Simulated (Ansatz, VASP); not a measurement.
This is a calculation of GeCN2 for VASP 6.6.1.

Contents of INCAR:

```
SYSTEM = GeCN2
PREC = Accurate
ENCUT = 520
EDIFF = 1E-6
ISMEAR = -1
SIGMA = 0.05
LREAL = .False.
LASPH = .True.
NELM = 60
ALGO = Normal
ISIF = 2
LWAVE = .False.
LCHARG = .False.
NBANDS = 22
```

Contents of KPOINTS:

```
Automatic mesh
0
Gamma
  9 9 9
  0 0 0
```

POSCAR

```
GeCN2
1.0
    1.7817511454      1.0286945034      4.8889229472
   -1.7817511454      1.0286945034      4.8889229472
    0.0000000000     -2.0573890068      4.8889229472
Ge N C
1 2 1
Direct
    0.0000000000      0.0000000000      0.0000000000
    0.5839044000      0.5839044000      0.5839044000
    0.4160956000      0.4160956000      0.4160956000
    0.5000000000      0.5000000000      0.5000000000
```

Potentials or basis: VASP PAW LDA potentials, release 64 (Ge_d, N, C).

Command:

```console
$ cat potpaw_LDA.64/Ge_d/POTCAR potpaw_LDA.64/N/POTCAR potpaw_LDA.64/C/POTCAR > POTCAR
$ mpirun -np 1 vasp_std > vasp.out
```

Task: Translate it to Ansatz 0.2.0. Potentials there: all-electron LAPW, scalar-relativistic.

Result: As run (the cutoff follows the program's own potentials):

Contents of input.yaml:

```yaml
crystal:
  lattice:
    - [1.7817511454, 1.0286945034, 4.8889229472]
    - [-1.7817511454, 1.0286945034, 4.8889229472]
    - [0.0, -2.0573890068, 4.8889229472]
  atoms:
    - { symbol: Ge, position: [0.0, 0.0, 0.0] }
    - { symbol: "N", position: [0.5839044, 0.5839044, 0.5839044] }
    - { symbol: "N", position: [0.4160956, 0.4160956, 0.4160956] }
    - { symbol: C, position: [0.5, 0.5, 0.5] }
kpoints:
  mp_grid: { grid: [9, 9, 9] }
scf:
  occupations: { method: fermi_dirac, width: 0.05 }
hamiltonian:
  xc: lda
  pseudopotentials: { kind: all_electron, lapw: { basis_error: 0.002 } }
output:
  forces: true
  stress: true
  eigenvalues: true
```

Potentials or basis: all-electron LAPW, scalar-relativistic.

The run is started by

```sh
$ ansatz run input.yaml --threads 2 --pin off --max-ram 8192MiB --backend cpu --events-out ev --progress --plain --runs-dir out
```

Both were run:

|  | VASP | Ansatz | Ansatz less VASP |
| --- | --- | --- | --- |
| gap on the k mesh at the Fermi level (eV) | 0.91 | 0.93 | +0.020 |
| least direct gap on the mesh (eV) | 1.67 | 1.71 | +0.039 |
| pressure (GPa) | -3.9 | -4.1 | -0.23 |
| largest component of the traceless stress (GPa) | 1.79 | 0.98 | -0.812 |
| rms of the force components (eV/Å) | 0.165 | 0.107 | -0.0584 |

Atom by atom the forces differ by 0.058 eV/Å (rms over components). Ansatz ran all-electron here, so the differences hold the error of VASP's frozen core and of both bases.

Caveats: an odd mesh through Γ misses points on the zone boundary, where band edges often lie; the standard files for N, O and F lose accuracy on very short bonds (VASP).
